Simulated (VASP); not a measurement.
Input:

```xyz
2
Lattice="2.9432 0.0000 0.0000 0.0000 2.9432 0.0000 0.0000 0.0000 2.9432" Properties=species:S:1:pos:R:3 pbc="T T T"
Cr     0.0000     0.0000     0.0000
Cr     1.4716     1.4716     1.4716
```
Starting moments (μB, in the order of the record's atoms Cr Cr): 2.0 -2.0.

Calculation: MS2 meta-GGA, VASP's PBE PAW potentials (set 64) (plane waves; VASP). Numerical set-up: 520 eV cut-off, 13×13×13 Γ-centred mesh, first-order Methfessel-Paxton smearing of 0.10 eV, potentials Cr_pv.

Problem. Give the stress tensor in GPa (positive for a compressed cell).

Solution. 
```
-8.18   0.00   0.00
 0.00  -8.18   0.00
 0.00   0.00  -8.18
```
The pressure is its mean diagonal, -8.18 GPa.

The compound is Cr in the bcc, AFM order structure. This cell is one point of a volume scan, at 1.06 of the reference volume.
